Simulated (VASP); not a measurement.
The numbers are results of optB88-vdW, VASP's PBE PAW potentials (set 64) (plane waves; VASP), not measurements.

VASP ran on this input.

**INCAR**
```
AGGAC  =  0.0
ALGO  =  Normal
EDIFF  =  1E-7
ENCUT  =  520
GGA  =  BO
ISIF  =  2
ISMEAR  =  -5
LASPH  =  T
LCHARG  =  T
LMAXMIX  =  6
LORBIT  =  11
LREAL  =  F
LUSE_VDW  =  T
LWAVE  =  F
NEDOS  =  601
NELM  =  100
PARAM1  =  0.1833333333
PARAM2  =  0.22
PREC  =  Accurate
SYSTEM  =  Ir
```

File POSCAR:
```
Ir
1
    0.0000000000     1.9425779555     1.9425779555
    1.9425779555     0.0000000000     1.9425779555
    1.9425779555     1.9425779555     0.0000000000
Ir
1
Direct
  0.0000000000   0.0000000000   0.0000000000
```

**KPOINTS**
```
Automatic mesh
0
Gamma
18 18 18
0 0 0
```

POTCAR, in this order: Ir (PBE.64 set). Program: vasp_std.

Task: What will the output report for the number of irreducible k-points (NKPTS), largest plane-wave count, number of space-group operations, FFT grid (NGX, NGY, NGZ)?

Result: 
```yaml
number of irreducible k-points (NKPTS): 195
largest_plane_wave_count: 411
number_of_space_group_operations: 48
FFT grid (NGX, NGY, NGZ): 20 × 20 × 20
```

The compound is Ir in the fcc structure. It was relaxed first.
